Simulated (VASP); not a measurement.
Energy against volume of FePt (L1_0). Method: TPSS meta-GGA, VASP's PBE PAW potentials (set 64) (plane waves; VASP). Numerical set-up: 520 eV cut-off, 13×13×10 Γ-centred mesh, first-order Methfessel-Paxton smearing of 0.10 eV, potentials Fe Pt.

Shape and ions are relaxed at each volume.

| V (Å³/atom) | E (eV/atom) |
|---|---|
| 13.320 | -11.51612 |
| 13.732 | -11.52469 |
| 14.144 | -11.51620 |
| 14.556 | -11.49409 |

Fit these four points and predict the energy of the run at 12.909 Å³/atom.

A cubic in V^(−2/3), the third-order Birch-Murnaghan form, passes through the four points with V0 = 13.72 Å³/atom and B0 = 222 GPa, and gives -11.4863 eV/atom there. The run gave -11.4874 eV/atom, -1.1 meV/atom from the fit; all five points give B0 = 218 GPa.

The compound is FePt in the L1_0 structure. It was relaxed first.
